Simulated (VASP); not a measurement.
Output of a VASP run:

OSZICAR:
```
       N       E                     dE             d eps       ncg     rms          rms(c)
DAV:   1     0.690233725531E+02    0.69023E+02   -0.51800E+03   480   0.765E+02
DAV:   2    -0.236857345940E+01   -0.71392E+02   -0.67036E+02   620   0.211E+02
DAV:   3    -0.625906251499E+01   -0.38905E+01   -0.38761E+01   612   0.452E+01
DAV:   4    -0.638593611629E+01   -0.12687E+00   -0.12676E+00   784   0.781E+00
DAV:   5    -0.638853151138E+01   -0.25954E-02   -0.25953E-02   640   0.911E-01    0.326E+00
DAV:   6    -0.621554707003E+01    0.17298E+00   -0.28302E-01   568   0.273E+00    0.237E+00
DAV:   7    -0.620431036899E+01    0.11237E-01   -0.13795E-01   596   0.210E+00    0.106E+00
DAV:   8    -0.621355715668E+01   -0.92468E-02   -0.14972E-02   596   0.970E-01    0.123E-01
DAV:   9    -0.621422940279E+01   -0.67225E-03   -0.71272E-04   640   0.177E-01    0.812E-02
DAV:  10    -0.621468414216E+01   -0.45474E-03   -0.52640E-04   556   0.156E-01    0.167E-02
DAV:  11    -0.621468985831E+01   -0.57162E-05   -0.18292E-05   668   0.256E-02    0.474E-03
DAV:  12    -0.621469242970E+01   -0.25714E-05   -0.32230E-06   564   0.138E-02    0.473E-03
DAV:  13    -0.621469248626E+01   -0.56562E-07   -0.30873E-07   456   0.325E-03
   1 F= -.62146925E+01 E0= -.62146925E+01  d E =-.907680E-10
```

**OUTCAR**
```
------------------------ aborting loop because EDIFF is reached ----------------------------------------
  FORCE on cell =-STRESS in cart. coord.  units (eV):
  Direction    XX          YY          ZZ          XY          YZ          ZX
  --------------------------------------------------------------------------------------
  Total        0.2703817      0.2703817      0.2703817      0.0000000      0.0000000     -0.0000000
  in kB        6.0181754      6.0181754      6.0181754      0.0000000      0.0000000     -0.0000000
  external PRESSURE =       6.0181754 kB  Pullay stress =       0.0000000 kB
  volume of cell :       71.98
      direct lattice vectors                 reciprocal lattice vectors
     0.000000000  3.301650000  3.301650000    -0.151439432  0.151439432  0.151439432
     3.301650000  0.000000000  3.301650000     0.151439432 -0.151439432  0.151439432
     3.301650000  3.301650000  0.000000000     0.151439432  0.151439432 -0.151439432
  FREE ENERGIE OF THE ION-ELECTRON SYSTEM (eV)
  ---------------------------------------------------
  free  energy   TOTEN  =        -6.2146924863 eV

  energy  without entropy=       -6.2146924862  energy(sigma->0) =       -6.21469249
```
(Selected blocks of OUTCAR.)

POSCAR:
```
KBr
1
    0.0000000000     3.3016500000     3.3016500000
    3.3016500000     0.0000000000     3.3016500000
    3.3016500000     3.3016500000     0.0000000000
K Br
1 1
Direct
  0.0000000000   0.0000000000   0.0000000000
  0.5000000000   0.5000000000   0.5000000000
```

Problem. Write an INCAR and KPOINTS that could have produced this output.

Solution. This is not unique; one that fits is the input of the run itself, PBE GGA, plane waves, VASP's PBE PAW potentials (set 64).

**KPOINTS**
```
kpoints
0
Gamma
 7 7 7
```

### INCAR
```
! general
SYSTEM  = KBr
PREC    = Accurate
ENCUT   = 300   ! plane-wave cut-off (eV)
LREAL   = .False.
LASPH   = .True.   ! aspherical one-centre terms

! electronic loop
EDIFF   = 1E-6   ! SCF stop (eV)
NELM    = 100
ALGO    = Normal   ! blocked Davidson
LMAXMIX = 4

! smearing
ISMEAR  = -1
SIGMA   = 0.05   ! width (eV)

! functional
GGA     = PE   ! PBE

! ions
ISIF    = 2   ! forces and stress, cell fixed

! output
LWAVE   = .False.
LCHARG  = .False.
```

POTCAR, in this order: K_sv Br (PBE.64 set). Program: vasp_std.

At this cut-off the stress carries a Pulay error, which pulls relaxed volumes low.

The structure is a typed KBr crystal (Fm-3m). The cell was not relaxed at this level.
